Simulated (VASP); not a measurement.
An input for Quantum ESPRESSO's pw.x (written as the equivalent of a VASP run, and not itself run):

```
&CONTROL
  calculation = 'vc-relax'
  pseudo_dir = './pseudo'
  outdir = './out'
  tprnfor = .true.
  tstress = .true.
  nstep = 40
  forc_conv_thr = 0.00039
/
&SYSTEM
  ibrav = 0
  nat = 2
  ntyp = 1
  ecutwfc = 100
  occupations = 'smearing'
  smearing = 'methfessel-paxton'
  degauss = 0.00735
  input_dft = 'pbe'
/
&ELECTRONS
  conv_thr = 7.3e-09
  electron_maxstep = 100
/
&IONS
/
&CELL
  press = 100
/
ATOMIC_SPECIES
  Lu 174.967 Lu.upf
CELL_PARAMETERS angstrom
     1.7566728   -3.0426467   -0.0000000
     1.7566728    3.0426467    0.0000000
     0.0000000   -0.0000000    5.4844237
ATOMIC_POSITIONS crystal
  Lu   0.3333330  0.6666670  0.2500000
  Lu   0.6666670  0.3333330  0.7500000
K_POINTS automatic
  12 12 6 0 0 0
```

**Question.** Write the VASP files for the same calculation (PBE).

**Answer.** This is not unique; one that fits is 
### KPOINTS
```
Automatic mesh
0
G
  12 12 6
0 0 0
```

File POSCAR:
```
Lu
1
    1.7566728257    -3.0426466741    -0.0000000000
    1.7566728257     3.0426466741     0.0000000000
    0.0000000000    -0.0000000000     5.4844236884
Lu
2
Direct
  0.3333330000   0.6666670000   0.2500000000
  0.6666670000   0.3333330000   0.7500000000
```

### INCAR
```
SYSTEM = Lu
PREC = Accurate; ENCUT = 480; LREAL = F
LASPH = T
EDIFF = 1E-7; NELM = 100; ALGO = Normal
LMAXMIX = 6
ISMEAR = 1; SIGMA = 0.1
GGA = PE
IBRION = 2; NSW = 40; ISIF = 3
EDIFFG = -0.01; PSTRESS = 100
LWAVE = F; LCHARG = F
```

POTCAR, in this order: Lu_3 (PBE.64 set). Program: vasp_std.

Limits of the translation: the potentials are each code's own (VASP's PAW set, PseudoDojo norm-conserving files in pw.x), so ENCUT and ecutwfc are chosen apart and not converted; conv_thr bounds pw.x's estimated SCF error, while EDIFF bounds the energy change between steps; forc_conv_thr acts on force components and is met together with etot_conv_thr.

The compound is Lu in the hcp structure. This run relaxes it under an external pressure of 10 GPa. Symmetry was kept, so distortions that lower it aren't found.
